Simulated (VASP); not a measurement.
Method: PBEsol GGA, VASP's PBE PAW potentials (set 64) (plane waves; VASP).

The input files of a VASP run:

**INCAR**
```
LMAXMIX = 4
GGA = PS   # PBEsol
SYSTEM = CoGa
EDIFF = 1E-6   # SCF stop (eV)
PREC = Accurate
ISMEAR = 1   # Methfessel-Paxton
LCHARG = .FALSE.
ENCUT = 500
ISIF = 3   # ions, shape and volume
NELM = 100   # most electronic steps
LASPH = .TRUE.   # aspherical one-centre terms
EDIFFG = -0.02   # ionic stop
IBRION = 2   # conjugate gradients
SIGMA = 0.1   # width (eV)
LREAL = .FALSE.
PSTRESS = 300
LWAVE = .FALSE.
ALGO = Normal
NSW = 40
```

**POSCAR**
```
CoGa
1
    2.7644220405     0.0000000000     0.0000000000
    0.0000000000     2.7644220405     0.0000000000
    0.0000000000     0.0000000000     2.7644220405
Ga Co
1 1
Direct
  0.5000000000   0.5000000000   0.5000000000
  0.0000000000   0.0000000000   0.0000000000
```

File KPOINTS:
```
K-points
0
Gamma
13 13 13
```

POTCAR, in this order: Ga_d Co (PBE.64 set). Program: vasp_std.

Output

OUTCAR:
```
 ion  position               nearest neighbor table
   1  0.500  0.500  0.500-   2 2.39   2 2.39   2 2.39   2 2.39   2 2.39   2 2.39   2 2.39   2 2.39
  LATTYP: Found a simple cubic cell.
 ALAT       =     2.7644220405
 Subroutine PRICEL returns:
 Original cell was already a primitive cell.
 Subroutine GETGRP returns: Found 48 space group operations
The static configuration has the point symmetry O_h .
The dynamic configuration has the point symmetry O_h .
 Subroutine INISYM returns: Found 48 space group operations
 Subroutine IBZKPT returns following result:
 Found     84 irreducible k-points:

 Following reciprocal coordinates:
            Coordinates               Weight
  0.000000  0.000000  0.000000      1.000000
  0.076923  0.000000  0.000000      6.000000
  0.153846  0.000000  0.000000      6.000000
  0.230769  0.000000  0.000000      6.000000
  0.307692  0.000000  0.000000      6.000000
  0.384615  0.000000  0.000000      6.000000
  0.461538  0.000000  0.000000      6.000000
  0.076923  0.076923  0.000000     12.000000
  0.153846  0.076923  0.000000     24.000000
  0.230769  0.076923  0.000000     24.000000
  0.307692  0.076923  0.000000     24.000000
  0.384615  0.076923  0.000000     24.000000
  0.461538  0.076923  0.000000     24.000000
  0.153846  0.153846  0.000000     12.000000
  0.230769  0.153846  0.000000     24.000000
  0.307692  0.153846  0.000000     24.000000
  0.384615  0.153846  0.000000     24.000000
  0.461538  0.153846  0.000000     24.000000
  0.230769  0.230769  0.000000     12.000000
  0.307692  0.230769  0.000000     24.000000
  0.384615  0.230769  0.000000     24.000000
  0.461538  0.230769  0.000000     24.000000
  0.307692  0.307692  0.000000     12.000000
  0.384615  0.307692  0.000000     24.000000
  0.461538  0.307692  0.000000     24.000000
...
```

### OSZICAR
```
       N       E                     dE             d eps       ncg     rms          rms(c)
DAV:   1     0.892933994548E+02    0.89293E+02   -0.10469E+04  2815   0.263E+03
DAV:   2    -0.859437095261E+01   -0.97888E+02   -0.95473E+02  2611   0.342E+02
DAV:   3    -0.127940245187E+02   -0.41997E+01   -0.41839E+01  2940   0.767E+01
DAV:   4    -0.128562523743E+02   -0.62228E-01   -0.62219E-01  3416   0.869E+00
DAV:   5    -0.128580402703E+02   -0.17879E-02   -0.17879E-02  3179   0.125E+00    0.114E+01
DAV:   6    -0.133591963803E+02   -0.50116E+00   -0.21751E+01  2885   0.659E+01    0.970E+00
DAV:   7    -0.117162357062E+02    0.16430E+01   -0.81587E+00  2667   0.494E+01    0.241E+00
DAV:   8    -0.116776425870E+02    0.38593E-01   -0.25552E-01  3143   0.620E+00    0.631E-01
DAV:   9    -0.116710702572E+02    0.65723E-02   -0.16966E-02  3650   0.219E+00    0.126E-01
DAV:  10    -0.116707333073E+02    0.33695E-03   -0.55206E-04  3688   0.364E-01    0.683E-02
DAV:  11    -0.116707159806E+02    0.17327E-04   -0.83134E-05  3481   0.161E-01    0.106E-02
DAV:  12    -0.116707159434E+02    0.37206E-07   -0.33783E-06  2676   0.300E-02
   1 F= -.77150126E+01 E0= -.77154071E+01  d E =-.771501E+01
       N       E                     dE             d eps       ncg     rms          rms(c)
DAV:   1    -0.137269247488E+02   -0.20562E+01   -0.32422E+01  2534   0.108E+02    0.126E+01
DAV:   2    -0.124521925097E+02    0.12747E+01   -0.16007E+01  2555   0.758E+01    0.709E+00
DAV:   3    -0.114956390726E+02    0.95655E+00   -0.63972E+00  2744   0.497E+01    0.373E+00
DAV:   4    -0.112485653128E+02    0.24707E+00   -0.56470E-01  3115   0.115E+01    0.968E-01
DAV:   5    -0.112227082734E+02    0.25857E-01   -0.26616E-02  3426   0.244E+00    0.256E-01
DAV:   6    -0.112220269437E+02    0.68133E-03   -0.24192E-03  3132   0.833E-01    0.534E-02
DAV:   7    -0.112220235146E+02    0.34291E-05   -0.12842E-04  3467   0.166E-01    0.170E-02
DAV:   8    -0.112220222006E+02    0.13140E-05   -0.10388E-05  3228   0.531E-02    0.212E-03
DAV:   9    -0.112220219334E+02    0.26722E-06   -0.47505E-07  1493   0.120E-02
   2 F= -.76393839E+01 E0= -.76397680E+01  d E =0.756287E-01
       N       E                     dE             d eps       ncg     rms          rms(c)
DAV:   1    -0.126916859657E+02   -0.14697E+01   -0.15814E+01  2562   0.886E+01    0.783E+00
DAV:   2    -0.123051923667E+02    0.38649E+00   -0.87560E+00  2583   0.468E+01    0.565E+00
DAV:   3    -0.116911685958E+02    0.61402E+00   -0.37184E+00  2705   0.307E+01    0.263E+00
DAV:   4    -0.115783994304E+02    0.11277E+00   -0.21338E-01  3171   0.799E+00    0.462E-01
DAV:   5    -0.115685524193E+02    0.98470E-02   -0.14194E-02  3369   0.234E+00    0.109E-01
DAV:   6    -0.115680818994E+02    0.47052E-03   -0.61545E-04  3255   0.391E-01    0.248E-02
DAV:   7    -0.115680876503E+02   -0.57509E-05   -0.17539E-05  4001   0.527E-02    0.820E-03
DAV:   8    -0.115680885177E+02   -0.86740E-06   -0.21782E-06  2162   0.267E-02
   3 F= -.77373441E+01 E0= -.77377471E+01  d E =-.223315E-01
```

File OUTCAR:
```
------------------------ aborting loop because EDIFF is reached ----------------------------------------
  FORCE on cell =-STRESS in cart. coord.  units (eV):
  Direction    XX          YY          ZZ          XY          YZ          ZX
  --------------------------------------------------------------------------------------
  Total        3.8120637      3.8120637      3.8120637     -0.0000000     -0.0000000      0.0000000
  in kB      298.5370426    298.5370426    298.5370426     -0.0000000     -0.0000000      0.0000000
  external PRESSURE =      -1.4629574 kB  Pullay stress =     300.0000000 kB
  volume of cell :       20.46
      direct lattice vectors                 reciprocal lattice vectors
     2.735001074 -0.000000000 -0.000000000     0.365630569 -0.000000000 -0.000000000
     0.000000000  2.735001074 -0.000000000     0.000000000  0.365630569 -0.000000000
     0.000000000  0.000000000  2.735001074     0.000000000  0.000000000  0.365630569
 POSITION                                       TOTAL-FORCE (eV/Angst)
 -----------------------------------------------------------------------------------
      1.36750      1.36750      1.36750         0.000000     -0.000000      0.000000
      0.00000      0.00000      0.00000        -0.000000      0.000000      0.000000
 -----------------------------------------------------------------------------------
    total drift:                               -0.000000      0.000000      0.000000
  FREE ENERGIE OF THE ION-ELECTRON SYSTEM (eV)
  ---------------------------------------------------
  free  energy   TOTEN  =       -11.5680885177 eV

  energy  without entropy=      -11.5692975512  energy(sigma->0) =      -11.56849153
  enthalpy is  TOTEN    =        -7.7373441131 eV   P V=        3.8307444045

 reached required accuracy - stopping structural energy minimisation
```
(Selected blocks of OUTCAR.)

File CONTCAR:
```
CoGa
   1.00000000000000
     2.7350010738634203   -0.0000000000000000   -0.0000000000000000
     0.0000000000000000    2.7350010738634203   -0.0000000000000000
     0.0000000000000000    0.0000000000000000    2.7350010738634203
  Ga              Co
     1     1
Direct
     0.5000000000000000    0.5000000000000000    0.5000000000000000
     0.0000000000000000    0.0000000000000000    0.0000000000000000
```

### OUTCAR
```
 val. band max:       11.8788099865   @ k =   0.4615   0.3077   0.0000

 cond. band min:      11.9247397322   @ k =   0.4615   0.4615   0.2308


 Fermi energy:        11.8977079856

 k-point     1 :       0.0000    0.0000    0.0000
  band No.  band energies     occupation
      1      -3.6365      2.00000
      2      -3.6365      2.00000
      3      -3.1038      2.00000
      4      -3.1038      2.00000
      5      -3.1038      2.00000
      6      -1.6117      2.00000
      7       8.6694      2.00000
      8       8.6694      2.00000
      9      10.9650      2.00000
     10      10.9650      2.00000
     11      10.9650      2.00000
     12      17.5863      0.00000
     13      17.5863      0.00000
     14      17.5863      0.00000
     15      23.9997      0.00000

 k-point     2 :       0.0769    0.0000    0.0000
  band No.  band energies     occupation
      1      -3.6308      2.00000
      2      -3.6137      2.00000
      3      -3.1120      2.00000
      4      -3.1120      2.00000
      5      -3.1016      2.00000
      6      -1.4856      2.00000
      7       8.6501      2.00000
      8       8.6808      2.00000
      9      10.8670      2.00000
     10      10.8670      2.00000
     11      10.9641      2.00000
     12      16.7058      0.00000
     13      17.8228      0.00000
     14      17.8228      0.00000
     15      24.0082      0.00000

 k-point     3 :       0.1538    0.0000    0.0000
  band No.  band energies     occupation
      1      -3.6149      2.00000
      2      -3.5531      2.00000
      3      -3.1346      2.00000
      4      -3.1346      2.00000
      5      -3.0955      2.00000
      6      -1.1058      2.00000
      7       8.5361      2.00000
      8       8.7127      2.00000
      9      10.6175      2.00000
     10      10.6175      2.00000
     11      10.9618      2.00000
     12      14.9979      0.00000
     13      18.4880      0.00000
     14      18.4880      0.00000
     15      24.0338      0.00000
...
```

Energy and stress use the plane-wave basis of the starting cell.

The compound is CoGa in the CsCl type structure. This run relaxes it under an external pressure of 30 GPa. Symmetry was kept, so distortions that lower it aren't found. The run is not spin-polarised, so no magnetic state was tried.
